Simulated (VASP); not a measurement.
```xyz
16
Lattice="6.3510 0.0000 0.0000 0.0000 6.3510 0.0000 0.0000 0.0000 6.5243" Properties=species:S:1:pos:R:3 pbc="T T T"
Pd     0.0000     3.1755     0.0000
Pd     3.1755     0.0000     3.2621
Pd     0.0000     0.0000     1.6311
Pd     0.0000     0.0000     4.8932
Pd     2.9930     1.6399     0.0000
Pd     3.3580     4.7111     0.0000
Pd     4.7111     2.9930     3.2621
Pd     1.6399     3.3580     3.2621
S      1.2353     1.9478     1.4885
S      5.1157     4.4032     1.4885
S      4.4032     1.2353     4.7506
S      1.9478     5.1157     4.7506
S      5.1157     4.4032     5.0358
S      1.2353     1.9478     5.0358
S      1.9478     5.1157     1.7736
S      4.4032     1.2353     1.7736
```

Computed with LDA (Ceperley-Alder, Perdew-Zunger), VASP's LDA PAW potentials (set 64) (plane waves; VASP 6.6.1). Settings: LREAL = Auto, 400 eV cut-off, Gaussian smearing of 0.050 eV, potentials Pd S.

Task: Give the energies of bands 55 to 68 at the high-symmetry points, in eV from the valence-band maximum.

Result: 
| band | Γ | X | M | Z | R | A |
|---|---|---|---|---|---|---|
| 55 | -1.14 | -1.12 | -1.02 | -1.19 | -1.00 | -1.23 |
| 56 | -1.14 | -1.04 | -1.00 | -1.19 | -1.00 | -1.23 |
| 57 | -1.01 | -0.99 | -0.88 | -1.06 | -0.91 | -0.92 |
| 58 | -1.01 | -0.89 | -0.87 | -1.06 | -0.78 | -0.92 |
| 59 | -0.85 | -0.81 | -0.87 | -0.50 | -0.72 | -0.55 |
| 60 | -0.84 | -0.54 | -0.79 | -0.50 | -0.65 | -0.55 |
| 61 | -0.30 | -0.44 | -0.79 | -0.36 | -0.63 | -0.53 |
| 62 | -0.18 | -0.27 | -0.53 | -0.36 | -0.56 | -0.53 |
| 63 | -0.16 | -0.10 | -0.40 | 0.00 | -0.43 | -0.26 |
| 64 | -0.16 | -0.07 | -0.40 | 0.00 | -0.24 | -0.26 |
| 65 | 0.03 | 1.32 | 1.21 | 1.09 | 0.70 | 0.62 |
| 66 | 2.27 | 1.52 | 1.26 | 1.09 | 1.26 | 0.62 |
| 67 | 2.46 | 1.91 | 1.55 | 1.98 | 1.81 | 0.96 |
| 68 | 2.50 | 1.96 | 2.21 | 1.98 | 1.84 | 0.96 |

The gap is indirect, 0.03 eV, from the valence maximum at Z to the conduction minimum at Γ.

The compound is PdS in the sg84 structure. It was relaxed first.
